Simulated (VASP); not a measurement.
An input for Ansatz (written as the equivalent of a VASP run, and not itself run):

Ansatz 0.2 input:
```yaml
crystal:
  lattice:
    - [-2.6808350, 2.6808350, 2.6808350]
    - [2.6808350, -2.6808350, 2.6808350]
    - [2.6808350, 2.6808350, -2.6808350]
  atoms:
    - { symbol: K, position: [0.0000000, 0.0000000, 0.0000000] }
kpoints:
  mp_grid: { grid: [12, 12, 12] }
hamiltonian:
  xc: pbe
  dispersion: d4
  pseudopotentials: { kind: paw }
scf:
  occupations: { method: fermi_dirac, width: 0.1 }
  max_iter: 100
output: { forces: true, stress: true, eigenvalues: true }
```

Q: Write the VASP files for the same calculation (PBE-D4).

A: This is not unique; one that fits is 
POSCAR:
```
K
1.0
 -2.6808350000   2.6808350000   2.6808350000
  2.6808350000  -2.6808350000   2.6808350000
  2.6808350000   2.6808350000  -2.6808350000
K
1
Cart
  0.0000000000   0.0000000000   0.0000000000
```

File KPOINTS:
```
K-points
0
gamma
12 12 12
```

**INCAR**
```
# general
SYSTEM = K
PREC   = Accurate
ENCUT  = 300   # plane-wave cut-off (eV)
LREAL  = .False.
LASPH  = .True.

# electronic loop
EDIFF  = 1E-6   # SCF stop (eV)
NELM   = 100
ALGO   = Normal   # blocked Davidson

# smearing
ISMEAR = -1   # Fermi-Dirac
SIGMA  = 0.1   # width (eV)

# functional
GGA    = PE
IVDW   = 13

# ions
ISIF   = 2

# output
LWAVE  = .False.
LCHARG = .False.
```

POTCAR, in this order: K_sv (PBE.64 set). Program: vasp_std.

Limits of the translation: each code has its own PAW files, so the cut-off isn't converted (ENCUT is set for VASP's; basis.ecutwfc is left out, and Ansatz then takes the one that its files recommend); Ansatz stops its SCF on the density residual and VASP on the energy change (EDIFF).

The structure comes from a computed database's K entry; how it stands against other phases isn't given here. The cell was not relaxed at this level. The run is one of a series of settings (IVDW = 13 against the base run), some of them coarse on purpose.
